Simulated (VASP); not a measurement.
An input for Quantum ESPRESSO's pw.x (written as the equivalent of a VASP run, and not itself run):

```
&CONTROL
  calculation = 'vc-relax'
  pseudo_dir = './pseudo'
  outdir = './out'
  tprnfor = .true.
  tstress = .true.
  nstep = 40
  forc_conv_thr = 0.00039
/
&SYSTEM
  ibrav = 0
  nat = 2
  ntyp = 2
  ecutwfc = 70
  occupations = 'smearing'
  smearing = 'gaussian'
  degauss = 0.003675
  input_dft = 'pbe'
/
&ELECTRONS
  conv_thr = 7.3e-09
  electron_maxstep = 100
/
&IONS
/
&CELL
  press = 50
/
ATOMIC_SPECIES
  In 114.818 In.upf
  P 30.974 P.upf
CELL_PARAMETERS angstrom
     0.0000000    2.9779740    2.9779740
     2.9779740    0.0000000    2.9779740
     2.9779740    2.9779740    0.0000000
ATOMIC_POSITIONS crystal
  In   0.0000000  0.0000000  0.0000000
  P    0.2500000  0.2500000  0.2500000
K_POINTS automatic
  8 8 8 0 0 0
```

### Question
Translate this input to VASP (INCAR, KPOINTS, POSCAR, choice of POTCAR).

### Answer
Several could match; the one computed here: 
File POSCAR:
```
InP
1.0
  0.0000000000   2.9779739869   2.9779739869
  2.9779739869   0.0000000000   2.9779739869
  2.9779739869   2.9779739869   0.0000000000
In P
1 1
Cart
  0.0000000000   0.0000000000   0.0000000000
  1.4889869934   1.4889869934   1.4889869934
```

**INCAR**
```
SYSTEM = InP
PREC = Accurate; ENCUT = 480; LREAL = .False.
LASPH = .True.
EDIFF = 1E-7; NELM = 100; ALGO = Normal
LMAXMIX = 4
ISMEAR = 0; SIGMA = 0.05
GGA = PE
IBRION = 2; NSW = 40; ISIF = 3
EDIFFG = -0.01; PSTRESS = 50
LWAVE = .False.; LCHARG = .False.
```

### KPOINTS
```
Automatic
0
G
  8 8 8
0 0 0
```

POTCAR, in this order: In_d P (PBE.64 set). Program: vasp_std.

The two are equivalent in intent, not identical: the potentials are each code's own (VASP's PAW set, PseudoDojo norm-conserving files in pw.x), so ENCUT and ecutwfc are chosen apart and not converted; conv_thr bounds pw.x's estimated SCF error, while EDIFF bounds the energy change between steps; forc_conv_thr acts on force components and is met together with etot_conv_thr.

The compound is InP in the zinc blende structure. This run relaxes it under an external pressure of 5 GPa. Symmetry was kept, so distortions that lower it aren't found.
